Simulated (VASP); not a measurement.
VASP runs on As (a7) share one base input (PBE GGA, plane waves, VASP's PBE PAW potentials (set 64)) and change the settings named in each case.

**KPOINTS**
```
Automatic mesh
0
Gamma
10 10 10
0 0 0
```

POSCAR:
```
As
1
    3.7539710000    -1.9176000000     0.0000000000
    3.7539710000     1.9176000000     0.0000000000
    2.7744240000     0.0000000000     3.1736500000
As
2
Direct
  0.2270000000   0.2270000000   0.2270000000
  0.7730000000   0.7730000000   0.7730000000
```

**INCAR**
```
! general
SYSTEM   =  As
PREC     =  Accurate
ENCUT    =  400
LREAL    =  .FALSE.
LASPH    =  .TRUE.

! electronic loop
EDIFF    =  1E-6
NELM     =  100
ALGO     =  Normal
LMAXMIX  =  4

! smearing
ISMEAR   =  1
SIGMA    =  0.1

! functional
GGA      =  PE

! ions
ISIF     =  2

! output
LWAVE    =  .FALSE.
LCHARG   =  .FALSE.
```

POTCAR, in this order: As (PBE.64 set). Program: vasp_std.

```csv
change,E(σ→0) (eV/atom),pressure (GPa),largest force (eV/Å),−TS (eV)
base run,-4.6723,-0.90,0.089,-0.0002
GGA = 91,-4.6913,-0.75,0.081,-0.0002
"AGGAC = 0.0, GGA = BO, LUSE_VDW = .TRUE., PARAM1 = 0.1833333333, PARAM2 = 0.22",-3.0947,-0.07,0.001,-0.0002
"GGA removed, LMIXTAU = .TRUE., METAGGA = R2SCAN",-14.6834,___,___,-0.0004
"GGA removed, LMIXTAU = .TRUE., METAGGA = SCAN",-20.1795,-3.71,0.401,-0.0004
"GGA removed, LMIXTAU = .TRUE., METAGGA = TPSS",-12.7153,-1.80,0.131,-0.0003
GGA = RP,-4.3088,0.68,0.072,-0.0003
```

What belongs in the gaps?

- GGA removed, LMIXTAU = .TRUE., METAGGA = R2SCAN, pressure (GPa): -2.85
- GGA removed, LMIXTAU = .TRUE., METAGGA = R2SCAN, largest force (eV/Å): 0.377

Energies of different potentials or functionals have different zeros.

Left out are runs that ran out of time, are held back, or changed the cell or the kind of run, fixed moments of cells without a moment, rows past the twelfth, gaps on odd meshes, pressures of charged cells and columns that move by less than the noise.

The compound is As in the a7 structure. The cell was not relaxed at this level, forces remain on its atoms.
